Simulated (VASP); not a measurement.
Consider the following.

```
MoTe2
1.0
    1.78126    -3.08523     0.00000
    1.78126     3.08523     0.00000
    0.00000     0.00000    14.61489
Te Mo
4 2
Direct
  0.33333   0.66667   0.87248
  0.66667   0.33333   0.37248
  0.66667   0.33333   0.12752
  0.33333   0.66667   0.62752
  0.33333   0.66667   0.25000
  0.66667   0.33333   0.75000
```

Method: r2SCAN meta-GGA, VASP's PBE PAW potentials (set 64) (plane waves; VASP). Numerical set-up: 400 eV cut-off, 13×13×3 Γ-centred mesh, Gaussian smearing of 0.010 eV, potentials Te Mo_sv.

Question: Estimate the energy per atom (σ→0).

Answer: 
```
Quantity                        Result
---------------------  ---------------
energy per atom (σ→0)  -25.943 eV/atom
```

The absolute energy has meaning only against runs of the same code, potentials and settings.

The compound is MoTe2 in the 2H layered structure. It was relaxed first, which changed the volume by +7 %.
